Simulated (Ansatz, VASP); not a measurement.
# TaGe2N4 (TaGe2N4 monolayer) in two plane-wave programs

Aim: how closely do two programs agree when they are given the same cell, functional and k mesh? The cell is taken from a series of runs on this material, whose earlier steps may have relaxed, scaled, displaced or heated it; both programs get it as it stands.

Method: plane waves, with VASP 6.6.1 beside it; single point at PBEsol with D3(BJ), in Ansatz 0.2.0.

### 1. Starting point

The cell holds 7 atoms: 4 N, 2 Ge and 1 Ta. Cell: a = 3.030 Å, b = 3.030 Å, c = 25.377 Å, α = 90.0°, β = 90.0°, γ = 120.0°. Vacuum lies along c.

Coordinates:

```xyz
7
Lattice="3.0300 0.0000 0.0000 -1.5150 2.6241 0.0000 0.0000 0.0000 25.3765" Properties=species:S:1:pos:R:3
N     0.0000    0.0000    9.0000
N     0.0000    1.7494   11.4751
N     0.0000    1.7494   13.9014
N     0.0000    0.0000   16.3765
Ge    0.0000    1.7494    9.6109
Ge    0.0000    1.7494   15.7656
Ta    0.0000    0.0000   12.6883
```

### 2. Ansatz: single point, PBEsol with D3(BJ)

Ansatz runs on its default PAW (the set named soft_2) files.

A single point gives forces, pressure and levels at one fixed geometry, so differences don't come from the geometry; what else differs is listed under the comparison.

File input.yaml:

```yaml
crystal:
  lattice:
    - [3.0300466788, 0.0, 0.0]
    - [-1.5150233394, 2.6240973985, 0.0]
    - [0.0, 0.0, 25.3765482537]
  atoms:
    - { symbol: "N", position: [0.0, 0.0, 0.3546581635] }
    - { symbol: Ge, position: [0.3333333333, 0.6666666667, 0.3787319232] }
    - { symbol: "N", position: [0.3333333333, 0.6666666667, 0.4521944161] }
    - { symbol: Ta, position: [0.0, 0.0, 0.5], spin: -0.11 }
    - { symbol: "N", position: [0.3333333333, 0.6666666667, 0.5478055839] }
    - { symbol: Ge, position: [0.3333333333, 0.6666666667, 0.6212680768] }
    - { symbol: "N", position: [0.0, 0.0, 0.6453418365] }
magnetization:
  spin_polarized: true
kpoints:
  mp_grid: { grid: [18, 18, 1] }
  band_path:
    path: [[0, 0, 0], [0.5, 0, 0], [0.33333333, 0.33333333, 0], [0, 0, 0]]
    npoints: 16
hamiltonian:
  xc: pbesol
  dispersion: d3bj
scf:
  occupations: { method: fermi_dirac, width: 0.05 }
  convergence: { dr2_threshold: 1.0e-10 }
efield:
  axis: 3
  dipole_correction: true
  ramp_position: 0.97
  ramp_width: 0.06
  amplitude: 0
output:
  dos: { projected: true, e_range: [-6, 5] }
  bader: true
  write_potential: true
  write_density: true
  volumetric_format: npy
  elf: true
```

Launch:

```
ansatz run input.yaml --threads 4 --pin off --max-ram 6144MiB --backend cpu --events-out ev --progress --plain --runs-dir out
```

Numbers of over 12 decimals in the logs are rounded to 6 here.

The program printed:

```text
Engine: ansatz 0.2.0, x86_64-unknown-linux-gnu
Pseudopotentials: kind: paw
Pseudopotential: N, paw, valence charge 5, recommended cutoff 420 eV (normal), N.paw.azcp
Pseudopotential: Ge, paw, valence charge 14, recommended cutoff 420 eV (normal), Ge.paw.azcp
Pseudopotential: Ta, paw, valence charge 13, recommended cutoff 420 eV (normal), Ta.paw.azcp
Functional definition: PBEsol
  exchange = pbesol_x
  correlation = pbesol_c
Crystal: 7 atoms, lattice volume = 201.772 Å³
Basis set: ecut = 420 eV, 3877 PW (Γ)
Bands: 38, of which v1, the nominal top of the filled ones, is band 31 counted from 1 (30 counted from 0)
Symmetry: 6 space group operations
k-points: 37 of 324 (time reversal used)
Non-local potential: N, projectors of the file, l = 0: 2, l = 1: 2, l = 2: 1
Non-local potential: Ge, projectors of the file, l = 0: 2, l = 1: 2, l = 2: 3, l = 3: 1
Non-local potential: Ta, projectors of the file, l = 0: 3, l = 1: 2, l = 2: 2, l = 3: 1
PAW form: soft (Blöchl's): semilocal exchange-correlation on the pseudo side does not see the compensation charge
PAW frozen core: N, regenerated for the run's functional, and the local potential with it (the file was generated under x = pbe(κ = 0.804, μ = 0.219515), c = pbe(β = 0.066725))
PAW frozen core: Ge, regenerated for the run's functional, and the local potential with it (the file was generated under x = pbe(κ = 0.804, μ = 0.219515), c = pbe(β = 0.066725))
PAW frozen core: Ta, regenerated for the run's functional, and the local potential with it (the file was generated under x = pbe(κ = 0.804, μ = 0.219515), c = pbe(β = 0.066725))
PAW one-centre angular grid: N, 110 points (default); XC on 64 Gauss nodes
PAW one-centre angular grid: Ge, 590 points (default); XC on 64 Gauss nodes
PAW one-centre angular grid: Ta, 590 points (default); XC on 64 Gauss nodes
Initial density: superposition of atomic densities (neutral atoms: chi_scale 0, normalization atom)
Starting moments: Σ|m| = 0.11 μB on 1 of 7 sites
Initial wavefunctions: pseudopotential atomic-orbital guess
Functional: x = pbesol(κ = 0.804, μ = 0.123457), c = pbesol(β = 0.046)
SCF iter   1: F=—  HF=-19838.914165 eV  |F-HF|=—  |Δ(HF+E_count)|=         —  Δρ=5.02e-2 (↑5.01e-2 ↓5.02e-2)  dr2=2.35e1  dr2_m=5.18e-4  M=-0.078 μB ∫|m|=0.079 μB  β_m=1.00  ethr=3.10e-3  p=0.000 e·Å  D=1.67e-13 V/Å  ΔV_dip=-0.00 eV  dr2_dipole=1.68e-7  V_vac-E_F(+/−)=7.90/7.90 eV  ⟨swp⟩=9.2  Hψ=13664  notcnv=0
Mixer restart at iter 1: flushing history
efield: sawtooth ramp at fractional position 0.9700 (set: `efield.ramp_position`, or a place that a band, a saddle search or an elastic batch's reference lends), width 0.0600; the density the first Hamiltonian is built on has a dipole p = 0.000 e·Å; the dipole correction subtracts the counter field D = 1.67e-13 V/Å, which shifts the + side's vacuum level by -0.00 eV against the − side's; the planar-averaged density in the ramp window peaks in size at 4.0e-6 e/Å³
preconditioner: auto → LDOS  [metal: Δε(μ)=0.009 eV  Ē_g=18.154 eV  σ=0.050 eV  W_gap=0.04  n_scr=18 (ndim 8)  ℏωp=19.0 eV  f_vac=0.585  D(μ)=3.36/eV (n_scr^D=14)]
spin=Collinear: LDOS preconditioning applied to the charge; magnetization (m = ρ↑ − ρ↓) channel mixes plain (no charge-response kernel on spin).
SCF iter   2: F=—  HF=-19833.398219 eV  |F-HF|=—  |Δ(HF+E_count)|=    5.52e0  Δρ=2.40e-2 (↑2.40e-2 ↓2.40e-2)  dr2=5.22e0  dr2_m=2.68e-5  M=-0.090 μB ∫|m|=0.090 μB  β_m=0.40  ethr=3.10e-3  p=0.000 e·Å  D=3.29e-5 V/Å  ΔV_dip=-0.00 eV  dr2_dipole=1.80e-8  V_vac-E_F(+/−)=6.56/6.56 eV  ⟨swp⟩=3.4  Hψ=5857  notcnv=0  defer=142
density mixer auto → msr1: a metal under ldos (density of states about μ 0.50 of a free-electron gas's, 18 screened modes)
SCF iter   3: F=—  HF=-19832.078984 eV  |F-HF|=—  |Δ(HF+E_count)|=    1.32e0  Δρ=9.08e-3 (↑9.08e-3 ↓9.03e-3)  dr2=5.50e-1  dr2_m=8.78e-5  M=-0.091 μB ∫|m|=0.092 μB  β_m=0.54  ethr=3.10e-3  p=0.000 e·Å  D=2.38e-6 V/Å  ΔV_dip=-0.00 eV  dr2_dipole=1.53e-12  V_vac-E_F(+/−)=5.61/5.61 eV  ⟨swp⟩=3.0  Hψ=4618  notcnv=0  defer=142
SCF iter   4: F=—  HF=-19832.005089 eV  |F-HF|=—  |Δ(HF+E_count)|=   7.39e-2  Δρ=2.95e-3 (↑2.95e-3 ↓2.91e-3)  dr2=8.04e-2  dr2_m=3.19e-5  M=-0.095 μB ∫|m|=0.096 μB  β_m=0.64  ethr=9.02e-4  p=0.000 e·Å  D=7.60e-6 V/Å  ΔV_dip=-0.00 eV  dr2_dipole=6.59e-10  V_vac-E_F(+/−)=5.51/5.51 eV  ⟨swp⟩=2.2  Hψ=3843  notcnv=0  defer=142
SCF iter   5: F=—  HF=-19832.003796 eV  |F-HF|=—  |Δ(HF+E_count)|=   1.29e-3  Δρ=9.54e-4 (↑9.54e-4 ↓9.26e-4)  dr2=6.54e-3  dr2_m=1.19e-5  M=-0.103 μB ∫|m|=0.105 μB  β_m=0.78  ethr=1.32e-4  p=0.000 e·Å  D=6.70e-7 V/Å  ΔV_dip=-0.00 eV  dr2_dipole=7.54e-12  V_vac-E_F(+/−)=5.64/5.64 eV  ⟨swp⟩=3.0  Hψ=4608  notcnv=0  defer=142
[...]
SCF iter  13: F=-19832.004813 eV  HF=-19832.004807 eV  |F-HF|=6.02e-6  |Δ(HF+E_count)|=   5.81e-5  Δρ=6.16e-5 (↑5.70e-5 ↓6.16e-5)  dr2=1.77e-6  dr2_m=5.98e-6  M=-0.267 μB ∫|m|=0.271 μB  β_m=0.27  ethr=6.31e-10  p=0.000 e·Å  D=3.79e-8 V/Å  ΔV_dip=-0.00 eV  dr2_dipole=1.81e-11  V_vac-E_F(+/−)=5.66/5.66 eV  ⟨swp⟩=4.2  Hψ=7976  notcnv=0  defer=137
SCF iter  14: F=-19832.004855 eV  HF=-19832.004852 eV  |F-HF|=2.99e-6  |Δ(HF+E_count)|=   4.50e-5  Δρ=3.90e-5 (↑3.90e-5 ↓3.47e-5)  dr2=1.62e-6  dr2_m=2.02e-6  M=-0.329 μB ∫|m|=0.334 μB  β_m=0.70  ethr=6.31e-10  p=0.000 e·Å  D=2.31e-7 V/Å  ΔV_dip=-0.00 eV  dr2_dipole=4.54e-12  V_vac-E_F(+/−)=5.65/5.65 eV  ⟨swp⟩=5.2  Hψ=9119  notcnv=0  defer=137
SCF iter  15: F=-19832.004862 eV  HF=-19832.004861 eV  |F-HF|=8.31e-7  |Δ(HF+E_count)|=   9.32e-6  Δρ=8.33e-6 (↑8.33e-6 ↓8.24e-6)  dr2=2.09e-7  dr2_m=5.79e-8  M=-0.313 μB ∫|m|=0.318 μB  β_m=0.79  ethr=6.31e-10  p=-0.000 e·Å  D=-9.01e-8 V/Å  ΔV_dip=0.00 eV  dr2_dipole=4.14e-13  V_vac-E_F(+/−)=5.65/5.65 eV  ⟨swp⟩=4.0  Hψ=7677  notcnv=0  defer=137
SCF iter  16: F=-19832.004862 eV  HF=-19832.004862 eV  |F-HF|=1.28e-7  |Δ(HF+E_count)|=   7.23e-7  Δρ=4.01e-6 (↑4.01e-6 ↓3.31e-6)  dr2=5.18e-8  dr2_m=1.09e-8  M=-0.311 μB ∫|m|=0.316 μB  β_m=0.77  ethr=3.43e-10  p=0.000 e·Å  D=5.56e-8 V/Å  ΔV_dip=-0.00 eV  dr2_dipole=5.39e-13  V_vac-E_F(+/−)=5.65/5.65 eV  ⟨swp⟩=2.9  Hψ=5483  notcnv=0  defer=137
SCF iter  17: F=-19832.004862 eV  HF=-19832.004862 eV  |F-HF|=6.42e-9  |Δ(HF+E_count)|=   2.01e-7  Δρ=1.04e-6 (↑1.04e-6 ↓9.20e-7)  dr2=2.78e-9  dr2_m=1.03e-9  M=-0.313 μB ∫|m|=0.318 μB  β_m=0.80  ethr=8.49e-11  p=-0.000 e·Å  D=-2.27e-8 V/Å  ΔV_dip=0.00 eV  dr2_dipole=8.66e-15  V_vac-E_F(+/−)=5.65/5.65 eV  ⟨swp⟩=3.6  Hψ=6002  notcnv=0  defer=137
SCF iter  18: F=-19832.004862 eV  HF=-19832.004862 eV  |F-HF|=3.06e-10  |Δ(HF+E_count)|=   7.98e-9  Δρ=3.76e-7 (↑3.76e-7 ↓3.71e-7)  dr2=1.11e-10  dr2_m=2.30e-10  M=-0.313 μB ∫|m|=0.318 μB  β_m=0.85  ethr=4.55e-12  p=0.000 e·Å  D=2.89e-9 V/Å  ΔV_dip=-0.00 eV  dr2_dipole=2.48e-16  V_vac-E_F(+/−)=5.65/5.65 eV  ⟨swp⟩=2.7  Hψ=5216  notcnv=0  defer=137
SCF iter  19: F=-19832.004862 eV  HF=-19832.004862 eV  |F-HF|=9.09e-11  |Δ(HF+E_count)|=   1.50e-9  Δρ=4.53e-8 (↑4.53e-8 ↓4.28e-8)  dr2=7.47e-12  dr2_m=1.87e-12  M=-0.312 μB ∫|m|=0.317 μB  ethr=1.00e-12  p=-0.000 e·Å  D=-3.73e-9 V/Å  ΔV_dip=0.00 eV  dr2_dipole=1.42e-16  V_vac-E_F(+/−)=5.65/5.65 eV  ⟨swp⟩=12.2  Hψ=14523  notcnv=0
SCF 1 converged in 19 iterations: F = -19832.004862 eV  dr2 = 7.47e-12
  greatest PAW one-centre occupation: 1.000 electrons in one spin orbital (limit 2), on the Ta atom at site 3 (counted from 0), in its partial waves of l = 0
at 1 of the mixer's solves, the last at iteration 10, it left a direction of its history that read negative out of its fit and stepped the other way along it
WARN: The output density's exchange-correlation potential varies sharply where the density is thin. Do not read a vacuum level from v_tot or v_xc, or from such a field of the output density. On a cell that repeats whose density bears no net charge and no dipole along the vacuum's axis use v_es (v_loc + v_h of the components); under efield.dipole_correction with no amplitude use v_es + v_field, which holds any externa [...]
NSCF: frozen V_eff on 49 k-points
efield: sawtooth ramp at fractional position 0.9700 (kept from the solve that this one continues, or follows in the run), width 0.0600; the density the first Hamiltonian is built on has a dipole p = -0.000 e·Å; the dipole correction subtracts the counter field D = -3.73e-9 V/Å, which shifts the + side's vacuum level by +0.00 eV against the − side's; the planar-averaged density in the ramp window peaks in size at 3.3e-6 e/Å³
SCF converged after 19 iterations
Magnetization: -0.3124 μB (30.3438 up, 30.6562 down)
Absolute magnetization: 0.3175 μB (∫|ρ↑−ρ↓|, with the PAW one-centre terms)
Spin contamination: 0.0005 ħ² per cell (⟨S²⟩ above its minimum at these occupations)
Per-site moments (μB) at R_I (Å): [(-0.0029883, 0.764362), (-0.00116308, 0.764362), (-0.00396398, 0.768993), (-0.107330, 0.878161), (-0.00396398, 0.768993), (-0.00116308, 0.764362), (-0.0029883, 0.764362)]
Free energy (F): -19832.004862 eV
Harris-Foulkes:  -19832.004862 eV  (|F-HF|=9.09e-11)
Internal energy: -19831.983150 eV  (E = F + TS)
E sigma→0 (E₀):  -19831.994006 eV
Entropy (-TS):   -0.021712 eV (-3.102 meV/atom)
Fermi energy:    1.567027 eV
Dipole field:    D = -0.000000 V/Å  (p = -0.000000 e·Å, saw-weighted, corrected)
Work function:   Φ+ = 5.6520 eV   Φ− = 5.6520 eV
Levels:          The Fermi level and band energies are counted from a zero that moves with the ramp; work functions are not
--- Per-component energies (eV) ---
  E_band       = -995.735158
  E_kinetic    = 1115.266624
  E_local      = -78916.491087  (includes V_loc(G=0)·N_el)
  E_nonlocal   = 1050.824145
  E_hartree    = 38613.078022
  E_xc         = -605.280361
  E_vxc        = -637.971104  (∫ρ·V_xc dr)
  E_paw        = -12729.872061  (= ΣΔE_a)
  E_vpaw       = -833.520608  (= ΣTr[D̂ρ^β])
  E_aug_tail   = 0.001103  (compensation charges beyond the density's cutoff)
  E_efield     = 0.000000  (sawtooth field / dipole correction)
  E_vefield    = 0.000000  (∫n·V_field dr)
  E_ewald      = 31639.736375
  E_disp       = -1.407825  (pairwise vdW)
  E_core_change = 2.161914  (= ΣΔE_core)
  E_smearing   = -0.021712  (= −TS)
  E_closure    = -0.000000  (closes the sum)
  Σ components = -19832.004862   (vs F -19832.004862, Δ=0.00e0)
--- Band table (eV; the first three rows and the last of 74) ---
  k-point 0 ↑: bands = [... 27 lower, -0.6093, -0.6093, -0.1893, 2.1607, 3.5955, 4.3161, 5.7290, 5.7290, ... 3 higher]
  k-point 1 ↑: bands = [... 27 lower, -0.7295, -0.6649, -0.0859, 2.3174, 3.7645, 4.1739, 5.7340, 5.8204, ... 3 higher]
  k-point 2 ↑: bands = [... 27 lower, -0.9084, -0.8201, -0.0159, 2.5059, 3.9841, 4.1362, 5.7516, 6.0135, ... 3 higher]
  k-point 36 ↓: bands = [... 27 lower, -2.0737, -0.6688, -0.0168, 1.9571, 4.2828, 5.8401, 6.1361, 6.7066, ... 3 higher]
--- Bader charges: 7 sites ---
  site symbol  charge [e]  shift [e]    m [muB]
     0      N     -1.4650     0.0161    -0.0048
     1     Ge      1.9747     0.0212    -0.0033
     2      N     -1.5586     0.0057    -0.0322
     3     Ta      2.0978     0.0012    -0.2318
     4      N     -1.5586     0.0057    -0.0322
     5     Ge      1.9747     0.0212    -0.0033
     6      N     -1.4650     0.0161    -0.0048
  estimated error of the sums over rays = 5.1e-4 e
```

The column dr2 measures how far the density is from self-consistency, as an energy; F and HF (Harris–Foulkes) agree once it is small.

(Part 1 of 2 ends here.)

[Lines on the potential files, build, host, timing and source positions are cut from VASP's logs without a mark.]

[Logs are printed without paths, hosts, clocks, repeated set-up lines and the standing remarks that a program may print on its own settings, such as how far it seeks lower states.]

[Hosts, paths, dates, database ids (printed as entryN), source tags and the programs' standing remarks are cut or masked in the printed files.]
